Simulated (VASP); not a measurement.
Computed with revPBE GGA, VASP's PBE PAW potentials (set 64) (plane waves; VASP).

Input for VASP

### POSCAR
```
Ni3Fe
7.1456070
  0.5000000113   0.0000000000   0.0000000000
  0.0000000000   0.5000000113   0.0000000000
  0.0000000000   0.0000000000   0.5000000113
Fe Ni
1 3
direct
  0.0000000000   0.0000000000   0.0000000000
  0.0000000000   0.5000000000   0.5000000000
  0.5000000000   0.0000000000   0.5000000000
  0.5000000000   0.5000000000   0.0000000000
```

INCAR:
```
LREAL = .FALSE.
LORBIT = 11   # lm-projected
ISMEAR = -5
SYSTEM = Ni3Fe
LCHARG = .TRUE.
NEDOS = 601
GGA = RE   # revPBE
LASPH = .TRUE.
LEFG = .TRUE.
ISPIN = 2   # spin-polarised
ALGO = Normal   # blocked Davidson
ISIF = 2   # forces and stress, cell fixed
PREC = Accurate
EDIFF = 1E-7   # SCF stop (eV)
NELM = 100
LWAVE = .FALSE.
ENCUT = 520   # plane-wave cut-off (eV)
MAGMOM = 3.0 3*0.7
LMAXMIX = 4   # l cut-off of mixed one-centre charges
```

### KPOINTS
```
Automatic mesh
0
Gamma
10 10 10
0 0 0
```

POTCAR, in this order: Fe Ni (PBE.64 set). Program: vasp_std.

The run wrote:

File OSZICAR:
```
       N       E                     dE             d eps       ncg     rms          rms(c)
DAV:   1     0.248279016395E+03    0.24828E+03   -0.17301E+04  5920   0.203E+03
DAV:   2    -0.129126370412E+02   -0.26119E+03   -0.25179E+03  5848   0.363E+02
DAV:   3    -0.271084011618E+02   -0.14196E+02   -0.13523E+02  6036   0.117E+02
DAV:   4    -0.273030278878E+02   -0.19463E+00   -0.19393E+00  6240   0.144E+01
DAV:   5    -0.273083387238E+02   -0.53108E-02   -0.53066E-02  8122   0.190E+00    0.197E+01
DAV:   6    -0.252073492239E+02    0.21010E+01   -0.37404E+01  6264   0.994E+01    0.249E+01
DAV:   7    -0.281475124653E+02   -0.29402E+01   -0.25607E+01  7072   0.124E+02    0.273E+01
DAV:   8    -0.232268100539E+02    0.49207E+01   -0.15900E+01  7450   0.546E+01    0.648E+00
DAV:   9    -0.234371070114E+02   -0.21030E+00   -0.73627E-01  6896   0.109E+01    0.357E+00
DAV:  10    -0.234136933409E+02    0.23414E-01   -0.14946E-01  7952   0.950E+00    0.163E+00
DAV:  11    -0.234108422807E+02    0.28511E-02   -0.51188E-02  8516   0.311E+00    0.122E+00
DAV:  12    -0.234140274288E+02   -0.31851E-02   -0.76238E-03  6760   0.203E+00    0.427E-01
DAV:  13    -0.234137944326E+02    0.23300E-03   -0.23654E-03  8470   0.941E-01    0.958E-02
DAV:  14    -0.234135824249E+02    0.21201E-03   -0.51686E-04  8262   0.363E-01    0.148E-01
DAV:  15    -0.234135723917E+02    0.10033E-04   -0.13530E-04  7088   0.321E-01    0.346E-02
DAV:  16    -0.234135854593E+02   -0.13068E-04   -0.15848E-05  6934   0.394E-02    0.306E-02
DAV:  17    -0.234136146936E+02   -0.29234E-04   -0.32781E-06  7898   0.479E-02    0.756E-03
DAV:  18    -0.234136232519E+02   -0.85583E-05   -0.15938E-06  7384   0.205E-02    0.862E-04
DAV:  19    -0.234136233118E+02   -0.59977E-07   -0.12470E-07  3514   0.353E-03
   1 F= -.23413623E+02 E0= -.23413623E+02  d E =0.000000E+00  mag=     4.7775
```

**OUTCAR**
```
------------------------ aborting loop because EDIFF is reached ----------------------------------------
  FORCE on cell =-STRESS in cart. coord.  units (eV):
  Direction    XX          YY          ZZ          XY          YZ          ZX
  --------------------------------------------------------------------------------------
  Total       -0.1872716     -0.1872716     -0.1872716     -0.0000000      0.0000000      0.0000000
  in kB       -6.5789264     -6.5789264     -6.5789264     -0.0000000      0.0000000      0.0000000
  external PRESSURE =      -6.5789264 kB  Pullay stress =       0.0000000 kB
  volume of cell :       45.61
      direct lattice vectors                 reciprocal lattice vectors
     3.572803581  0.000000000  0.000000000     0.279892241  0.000000000  0.000000000
     0.000000000  3.572803581  0.000000000     0.000000000  0.279892241  0.000000000
     0.000000000  0.000000000  3.572803581     0.000000000  0.000000000  0.279892241
 POSITION                                       TOTAL-FORCE (eV/Angst)
 -----------------------------------------------------------------------------------
      0.00000      0.00000      0.00000         0.000000      0.000000      0.000000
      0.00000      1.78640      1.78640         0.000000      0.000000      0.000000
      1.78640      0.00000      1.78640         0.000000      0.000000      0.000000
      1.78640      1.78640      0.00000         0.000000      0.000000      0.000000
 -----------------------------------------------------------------------------------
    total drift:                                0.000000      0.000000      0.000000
  FREE ENERGIE OF THE ION-ELECTRON SYSTEM (eV)
  ---------------------------------------------------
  free  energy   TOTEN  =       -23.4136233118 eV

  energy  without entropy=      -23.4136233118  energy(sigma->0) =      -23.41362331

 total charge

# of ion       s       p       d       tot
------------------------------------------
    1        0.465   0.483   6.087   7.035
    2        0.491   0.488   8.312   9.291
    3        0.491   0.488   8.312   9.291
    4        0.491   0.488   8.312   9.291
--------------------------------------------------
tot          1.939   1.947  31.022  34.908

 magnetization (x)

# of ion       s       p       d       tot
------------------------------------------
    1        0.013  -0.003   2.935   2.945
    2       -0.017  -0.046   0.691   0.627
    3       -0.017  -0.046   0.691   0.627
    4       -0.017  -0.046   0.691   0.627
--------------------------------------------------
tot         -0.039  -0.142   5.008   4.826

 Electric field gradients after diagonalization (V/A^2)
 (convention: |V_zz| > |V_xx| > |V_yy|)
----------------------------------------------------------------------
 ion       V_xx      V_yy      V_zz     asymmetry (V_yy - V_xx)/ V_zz
----------------------------------------------------------------------
   1      -0.000    -0.000     0.000       0.077
   2      -1.628    -1.628     3.255       0.000
   3      -1.628    -1.628     3.255       0.000
   4      -1.628    -1.628     3.255       0.000
```
(Selected blocks of OUTCAR.)

For a metal the tetrahedron method with Blöchl corrections gives inexact stress and forces.

The compound is Ni3Fe in the L1_2 structure. It was relaxed first.
